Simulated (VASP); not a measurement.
Energy against volume of FePt (L1_0). Level of theory: RPBE GGA, VASP's PBE PAW potentials (set 64) (plane waves; VASP). Numerical set-up: 520 eV cut-off, 13×13×10 Γ-centred mesh, first-order Methfessel-Paxton smearing of 0.10 eV, potentials Fe Pt.

Shape and ions are relaxed at each volume.

```csv
V (Å³/atom),E (eV/atom)
13.913,-6.86455
14.343,-6.87201
14.773,-6.86497
15.204,-6.84547
```

### Question
Fit these four points and predict the energy of the run at 13.482 Å³/atom.

### Answer
A cubic in V^(−2/3), the third-order Birch-Murnaghan form, passes through the four points with V0 = 14.34 Å³/atom and B0 = 180 GPa, and gives -6.8401 eV/atom there. The run gave -6.8390 eV/atom, +1.1 meV/atom from the fit; all five points give B0 = 184 GPa.

The compound is FePt in the L1_0 structure. It was relaxed first.
